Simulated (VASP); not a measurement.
All values below come from PBE GGA, VASP's PBE PAW potentials (set 64) (plane waves; VASP 6.6.1).

Input for VASP

### KPOINTS
```
Automatic mesh
0
gamma
 6 6 6
```

File POSCAR:
```
InSb
1.0
  0.0000000000   3.3048000000   3.3048000000
  3.3048000000   0.0000000000   3.3048000000
  3.3048000000   3.3048000000   0.0000000000
In Sb
1 1
Cart
  0.0000000000   0.0000000000   0.0000000000
  1.6524000000   1.6524000000   1.6524000000
```

### INCAR
```
ALGO = Normal
AMIX = 0.1
BMIX = 3.0
EDIFF = 1E-6
ENCUT = 400
GGA = PE
IMIX = 1
ISIF = 2
ISMEAR = 0
LASPH = T
LCHARG = F
LMAXMIX = 4
LREAL = F
LWAVE = F
NELM = 100
PREC = Accurate
SIGMA = 0.05
SYSTEM = InSb
```

POTCAR, in this order: In_d Sb (PBE.64 set). Program: vasp_std.

The resulting files:

File OSZICAR:
```
...
DAV:  12    -0.696851280720E+01    0.56254E-02   -0.68565E-04   603   0.406E-01    0.194E+00
DAV:  13    -0.696359438108E+01    0.49184E-02   -0.58238E-04   596   0.365E-01    0.178E+00
DAV:  14    -0.695928190812E+01    0.43125E-02   -0.48313E-04   612   0.329E-01    0.163E+00
DAV:  15    -0.695548985877E+01    0.37920E-02   -0.40568E-04   575   0.297E-01    0.149E+00
DAV:  16    -0.695214867840E+01    0.33412E-02   -0.35034E-04   596   0.269E-01    0.137E+00
DAV:  17    -0.694920075517E+01    0.29479E-02   -0.29449E-04   583   0.245E-01    0.126E+00
DAV:  18    -0.694659620786E+01    0.26045E-02   -0.25375E-04   583   0.223E-01    0.117E+00
DAV:  19    -0.694429356373E+01    0.23026E-02   -0.21844E-04   588   0.203E-01    0.108E+00
DAV:  20    -0.694225676891E+01    0.20368E-02   -0.18853E-04   575   0.186E-01    0.999E-01
DAV:  21    -0.694045504307E+01    0.18017E-02   -0.16465E-04   580   0.171E-01    0.927E-01
DAV:  22    -0.693886169295E+01    0.15934E-02   -0.14288E-04   583   0.157E-01    0.861E-01
DAV:  23    -0.693745311928E+01    0.14086E-02   -0.12508E-04   580   0.144E-01    0.802E-01
DAV:  24    -0.693620886223E+01    0.12443E-02   -0.11034E-04   572   0.133E-01    0.748E-01
DAV:  25    -0.693511098061E+01    0.10979E-02   -0.97385E-05   572   0.123E-01    0.698E-01
DAV:  26    -0.693414351854E+01    0.96746E-03   -0.86005E-05   572   0.114E-01    0.653E-01
DAV:  27    -0.693329235370E+01    0.85116E-03   -0.76230E-05   540   0.106E-01    0.612E-01
DAV:  28    -0.693254494997E+01    0.74740E-03   -0.68352E-05   548   0.983E-02    0.575E-01
DAV:  29    -0.693189022202E+01    0.65473E-03   -0.60832E-05   545   0.914E-02    0.540E-01
DAV:  30    -0.693131819364E+01    0.57203E-03   -0.54454E-05   545   0.851E-02    0.508E-01
DAV:  31    -0.693081999464E+01    0.49820E-03   -0.48866E-05   537   0.793E-02    0.479E-01
DAV:  32    -0.693038768936E+01    0.43231E-03   -0.44087E-05   532   0.741E-02    0.452E-01
DAV:  33    -0.693001419206E+01    0.37350E-03   -0.39735E-05   537   0.692E-02    0.427E-01
DAV:  34    -0.692969314036E+01    0.32105E-03   -0.36007E-05   537   0.648E-02    0.404E-01
DAV:  35    -0.692941883344E+01    0.27431E-03   -0.32592E-05   526   0.606E-02    0.383E-01
DAV:  36    -0.692918616903E+01    0.23266E-03   -0.29614E-05   524   0.568E-02    0.363E-01
DAV:  37    -0.692899056980E+01    0.19560E-03   -0.26965E-05   526   0.533E-02    0.345E-01
DAV:  38    -0.692882791079E+01    0.16266E-03   -0.24578E-05   511   0.500E-02    0.328E-01
DAV:  39    -0.692869451929E+01    0.13339E-03   -0.22493E-05   531   0.470E-02    0.312E-01
DAV:  40    -0.692858707905E+01    0.10744E-03   -0.20563E-05   511   0.442E-02    0.297E-01
DAV:  41    -0.692850262054E+01    0.84459E-04   -0.18886E-05   521   0.416E-02    0.283E-01
DAV:  42    -0.692843847922E+01    0.64141E-04   -0.17333E-05   496   0.392E-02    0.270E-01
DAV:  43    -0.692839226326E+01    0.46216E-04   -0.15969E-05   511   0.369E-02    0.257E-01
DAV:  44    -0.692836182515E+01    0.30438E-04   -0.14713E-05   501   0.348E-02    0.246E-01
DAV:  45    -0.692834524302E+01    0.16582E-04   -0.13592E-05   506   0.328E-02    0.235E-01
DAV:  46    -0.692834079193E+01    0.44511E-05   -0.12561E-05   486   0.310E-02    0.225E-01
DAV:  47    -0.692834692942E+01   -0.61375E-05   -0.11659E-05   496   0.293E-02    0.215E-01
DAV:  48    -0.692836226684E+01   -0.15337E-04   -0.10797E-05   481   0.277E-02    0.206E-01
DAV:  49    -0.692838556776E+01   -0.23301E-04   -0.10038E-05   486   0.262E-02    0.198E-01
DAV:  50    -0.692841572331E+01   -0.30156E-04   -0.93299E-06   486   0.248E-02    0.189E-01
DAV:  51    -0.692845174266E+01   -0.36019E-04   -0.86980E-06   481   0.235E-02    0.182E-01
DAV:  52    -0.692849274064E+01   -0.40998E-04   -0.81075E-06   471   0.222E-02    0.175E-01
DAV:  53    -0.692853792860E+01   -0.45188E-04   -0.75803E-06   476   0.211E-02    0.168E-01
DAV:  54    -0.692858660311E+01   -0.48675E-04   -0.70847E-06   481   0.200E-02    0.161E-01
DAV:  55    -0.692863813649E+01   -0.51533E-04   -0.66269E-06   451   0.190E-02    0.155E-01
DAV:  56    -0.692869197496E+01   -0.53838E-04   -0.62357E-06   476   0.180E-02    0.149E-01
DAV:  57    -0.692874762180E+01   -0.55647E-04   -0.58286E-06   456   0.172E-02    0.144E-01
DAV:  58    -0.692880463841E+01   -0.57017E-04   -0.54814E-06   456   0.163E-02    0.138E-01
DAV:  59    -0.692886264141E+01   -0.58003E-04   -0.51680E-06   476   0.155E-02    0.133E-01
DAV:  60    -0.692892128472E+01   -0.58643E-04   -0.48529E-06   466   0.148E-02    0.129E-01
DAV:  61    -0.692898026848E+01   -0.58984E-04   -0.45706E-06   446   0.141E-02    0.124E-01
DAV:  62    -0.692903933097E+01   -0.59062E-04   -0.43293E-06   476   0.135E-02    0.120E-01
DAV:  63    -0.692909824037E+01   -0.58909E-04   -0.40675E-06   446   0.129E-02    0.116E-01
DAV:  64    -0.692915679330E+01   -0.58553E-04   -0.38576E-06   476   0.123E-02    0.112E-01
DAV:  65    -0.692921481833E+01   -0.58025E-04   -0.36330E-06   446   0.118E-02    0.108E-01
DAV:  66    -0.692927216300E+01   -0.57345E-04   -0.34528E-06   476   0.113E-02    0.104E-01
DAV:  67    -0.692932869881E+01   -0.56536E-04   -0.32532E-06   446   0.108E-02    0.101E-01
DAV:  68    -0.692938431445E+01   -0.55616E-04   -0.30973E-06   476   0.103E-02    0.975E-02
DAV:  69    -0.692943891861E+01   -0.54604E-04   -0.29238E-06   446   0.993E-03    0.943E-02
DAV:  70    -0.692949243191E+01   -0.53513E-04   -0.27841E-06   471   0.954E-03    0.913E-02
DAV:  71    -0.692954479148E+01   -0.52360E-04   -0.26330E-06   446   0.917E-03    0.884E-02
DAV:  72    -0.692959594558E+01   -0.51154E-04   -0.25077E-06   466   0.882E-03    0.856E-02
DAV:  73    -0.692964585308E+01   -0.49907E-04   -0.23754E-06   446   0.850E-03    0.829E-02
DAV:  74    -0.692969448214E+01   -0.48629E-04   -0.22644E-06   461   0.819E-03    0.803E-02
DAV:  75    -0.692974181147E+01   -0.47329E-04   -0.21454E-06   431   0.790E-03    0.779E-02
DAV:  76    -0.692978782403E+01   -0.46013E-04   -0.20514E-06   471   0.764E-03    0.755E-02
DAV:  77    -0.692983251209E+01   -0.44688E-04   -0.19409E-06   428   0.738E-03    0.732E-02
DAV:  78    -0.692987587274E+01   -0.43361E-04   -0.18583E-06   443   0.715E-03    0.710E-02
DAV:  79    -0.692991790800E+01   -0.42035E-04   -0.17661E-06   425   0.691E-03    0.689E-02
DAV:  80    -0.692995862625E+01   -0.40718E-04   -0.16839E-06   419   0.671E-03    0.668E-02
DAV:  81    -0.692999803811E+01   -0.39412E-04   -0.16074E-06   407   0.652E-03    0.649E-02
DAV:  82    -0.693003615772E+01   -0.38120E-04   -0.15301E-06   429   0.631E-03    0.630E-02
DAV:  83    -0.693007300282E+01   -0.36845E-04   -0.14546E-06   386   0.615E-03    0.611E-02
DAV:  84    -0.693010859278E+01   -0.35590E-04   -0.13981E-06   424   0.599E-03    0.594E-02
DAV:  85    -0.693014295038E+01   -0.34358E-04   -0.13230E-06   388   0.581E-03    0.577E-02
DAV:  86    -0.693017609768E+01   -0.33147E-04   -0.12732E-06   406   0.569E-03    0.560E-02
DAV:  87    -0.693020806171E+01   -0.31964E-04   -0.12046E-06   375   0.553E-03    0.544E-02
DAV:  88    -0.693023886753E+01   -0.30806E-04   -0.11662E-06   408   0.544E-03    0.529E-02
DAV:  89    -0.693026854452E+01   -0.29677E-04   -0.11051E-06   370   0.528E-03    0.514E-02
DAV:  90    -0.693029711873E+01   -0.28574E-04   -0.10588E-06   384   0.519E-03    0.500E-02
DAV:  91    -0.693032462035E+01   -0.27502E-04   -0.10051E-06   346   0.509E-03    0.486E-02
DAV:  92    -0.693035107850E+01   -0.26458E-04   -0.98275E-07   376   0.508E-03    0.472E-02
DAV:  93    -0.693037652311E+01   -0.25445E-04   -0.91090E-07   327   0.487E-03    0.459E-02
DAV:  94    -0.693040097984E+01   -0.24457E-04   -0.90412E-07   337   0.499E-03    0.447E-02
DAV:  95    -0.693042448588E+01   -0.23506E-04   -0.83798E-07   324   0.477E-03    0.435E-02
DAV:  96    -0.693044706446E+01   -0.22579E-04   -0.81793E-07   329   0.481E-03    0.423E-02
DAV:  97    -0.693046874880E+01   -0.21684E-04   -0.76797E-07   309   0.462E-03    0.411E-02
DAV:  98    -0.693048956543E+01   -0.20817E-04   -0.74115E-07   318   0.462E-03    0.400E-02
DAV:  99    -0.693050954373E+01   -0.19978E-04   -0.70732E-07   314   0.449E-03    0.389E-02
DAV: 100    -0.693052871205E+01   -0.19168E-04   -0.67432E-07   298   0.442E-03
   1 F= -.69305287E+01 E0= -.69303502E+01  d E =-.357089E-03
```

**OUTCAR**
```
------------------------ aborting loop EDIFF was not reached (unconverged)  ----------------------------
  FORCE on cell =-STRESS in cart. coord.  units (eV):
  Direction    XX          YY          ZZ          XY          YZ          ZX
  --------------------------------------------------------------------------------------
  Total        0.3296850      0.3296850      0.3296850     -0.0000000     -0.0000000     -0.0000000
  in kB        7.3171885      7.3171885      7.3171885     -0.0000000     -0.0000000     -0.0000000
  external PRESSURE =       7.3171885 kB  Pullay stress =       0.0000000 kB
  volume of cell :       72.19
      direct lattice vectors                 reciprocal lattice vectors
     0.000000000  3.304800000  3.304800000    -0.151295086  0.151295086  0.151295086
     3.304800000  0.000000000  3.304800000     0.151295086 -0.151295086  0.151295086
     3.304800000  3.304800000  0.000000000     0.151295086  0.151295086 -0.151295086
  FREE ENERGIE OF THE ION-ELECTRON SYSTEM (eV)
  ---------------------------------------------------
  free  energy   TOTEN  =        -6.9305287120 eV

  energy  without entropy=       -6.9301716233  energy(sigma->0) =       -6.93035017
```
(Selected blocks of OUTCAR.)

**stdout**
```
...
DAV:  81    -0.692999803811E+01   -0.39412E-04   -0.16074E-06   407   0.652E-03    0.649E-02
DAV:  82    -0.693003615772E+01   -0.38120E-04   -0.15301E-06   429   0.631E-03    0.630E-02
DAV:  83    -0.693007300282E+01   -0.36845E-04   -0.14546E-06   386   0.615E-03    0.611E-02
DAV:  84    -0.693010859278E+01   -0.35590E-04   -0.13981E-06   424   0.599E-03    0.594E-02
DAV:  85    -0.693014295038E+01   -0.34358E-04   -0.13230E-06   388   0.581E-03    0.577E-02
DAV:  86    -0.693017609768E+01   -0.33147E-04   -0.12732E-06   406   0.569E-03    0.560E-02
DAV:  87    -0.693020806171E+01   -0.31964E-04   -0.12046E-06   375   0.553E-03    0.544E-02
DAV:  88    -0.693023886753E+01   -0.30806E-04   -0.11662E-06   408   0.544E-03    0.529E-02
DAV:  89    -0.693026854452E+01   -0.29677E-04   -0.11051E-06   370   0.528E-03    0.514E-02
DAV:  90    -0.693029711873E+01   -0.28574E-04   -0.10588E-06   384   0.519E-03    0.500E-02
DAV:  91    -0.693032462035E+01   -0.27502E-04   -0.10051E-06   346   0.509E-03    0.486E-02
DAV:  92    -0.693035107850E+01   -0.26458E-04   -0.98275E-07   376   0.508E-03    0.472E-02
DAV:  93    -0.693037652311E+01   -0.25445E-04   -0.91090E-07   327   0.487E-03    0.459E-02
DAV:  94    -0.693040097984E+01   -0.24457E-04   -0.90412E-07   337   0.499E-03    0.447E-02
DAV:  95    -0.693042448588E+01   -0.23506E-04   -0.83798E-07   324   0.477E-03    0.435E-02
DAV:  96    -0.693044706446E+01   -0.22579E-04   -0.81793E-07   329   0.481E-03    0.423E-02
DAV:  97    -0.693046874880E+01   -0.21684E-04   -0.76797E-07   309   0.462E-03    0.411E-02
DAV:  98    -0.693048956543E+01   -0.20817E-04   -0.74115E-07   318   0.462E-03    0.400E-02
DAV:  99    -0.693050954373E+01   -0.19978E-04   -0.70732E-07   314   0.449E-03    0.389E-02
DAV: 100    -0.693052871205E+01   -0.19168E-04   -0.67432E-07   298   0.442E-03

 -----------------------------------------------------------------------------
|                                                                             |
|           W    W    AA    RRRRR   N    N  II  N    N   GGGG   !!!           |
|           W    W   A  A   R    R  NN   N  II  NN   N  G    G  !!!           |
|           W    W  A    A  R    R  N N  N  II  N N  N  G       !!!           |
|           W WW W  AAAAAA  RRRRR   N  N N  II  N  N N  G  GGG   !            |
|           WW  WW  A    A  R   R   N   NN  II  N   NN  G    G                |
|           W    W  A    A  R    R  N    N  II  N    N   GGGG   !!!           |
|                                                                             |
|     The electronic self-consistency was not achieved in the given           |
|     number of steps (NELM). The forces and other quantities evaluated       |
|     might not be reliable so examine the results carefully. If you find     |
|     spurious results, we suggest increasing NELM, if you were close to      |
|     convergence or switching to a different ALGO or adjusting the           |
|     density mixing parameters otherwise.                                    |
|                                                                             |
 -----------------------------------------------------------------------------

   1 F= -.69305287E+01 E0= -.69303502E+01  d E =-.357089E-03
```

Convergence was not reached.

The compound is InSb in the zinc blende structure. The cell was not relaxed at this level. The run is one of a series of settings (AMIX = 0.1, BMIX = 3.0, IMIX = 1 against the base run), some of them coarse on purpose.
